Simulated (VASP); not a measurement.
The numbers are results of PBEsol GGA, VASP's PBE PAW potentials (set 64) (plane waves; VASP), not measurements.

VASP input:

KPOINTS:
```
Automatic mesh
0
Gamma
8 8 8
0 0 0
```

File POSCAR:
```
TiO2
1.0
 -1.8658585065   1.8658585065   4.6488919792
  1.8658585065  -1.8658585065   4.6488919792
  1.8658585065   1.8658585065  -4.6488919792
Ti O
2 4
Cartesian
  0.0000000000   1.8658585065   2.3244459896
  1.8658585065   1.8658585065   4.6488919792
  0.0000000000   1.8658585065   0.3616826914
  0.0000000000  -0.0000000000   7.3350206602
  1.8658585065   1.8658585065  -2.6861286810
  0.0000000000   1.8658585065   4.2872092878
```

**INCAR**
```
! general
SYSTEM  = TiO2
PREC    = Accurate
ENCUT   = 620
LREAL   = F
LASPH   = T

! electronic loop
EDIFF   = 1E-6
NELM    = 100
ALGO    = Normal
LMAXMIX = 4

! smearing
ISMEAR  = 0
SIGMA   = 0.05

! functional
GGA     = PS

! ions
IBRION  = 2
NSW     = 40
ISIF    = 3
EDIFFG  = -0.02
PSTRESS = 100

! output
LWAVE   = F
LCHARG  = F
```

POTCAR, in this order: Ti_sv O (PBE.64 set). Program: vasp_std.

### Question
What does the run give for the energy per atom (σ→0), volume per atom, band gap (on the k-mesh)?

### Answer

* **energy per atom (σ→0)**: -9.352 eV/atom
* **band gap (on the k-mesh)**: 2.01 eV
* **volume per atom**: 10.75 Å³/atom

**OSZICAR**
```
...
DAV:   2    -0.561147799015E+02    0.38875E-02   -0.20304E-02  4316   0.136E+00    0.289E-01
DAV:   3    -0.561136817611E+02    0.10981E-02   -0.76406E-03  3496   0.636E-01    0.758E-02
DAV:   4    -0.561137237222E+02   -0.41961E-04   -0.13729E-03  4276   0.200E-01    0.597E-02
DAV:   5    -0.561137537855E+02   -0.30063E-04   -0.61736E-05  4516   0.802E-02    0.369E-02
DAV:   6    -0.561138099564E+02   -0.56171E-04   -0.12189E-04  5568   0.580E-02    0.169E-02
DAV:   7    -0.561138153395E+02   -0.53831E-05   -0.12424E-05  4348   0.229E-02    0.703E-03
DAV:   8    -0.561138156619E+02   -0.32245E-06   -0.29521E-06  3132   0.156E-02
   7 F= -.52087347E+02 E0= -.52087347E+02  d E =-.260745E-03
```

The compound is TiO2 in the anatase structure, one of several forms; rutile is the usual stable one. This run relaxes it under an external pressure of 10 GPa. Symmetry was kept, so distortions that lower it aren't found.
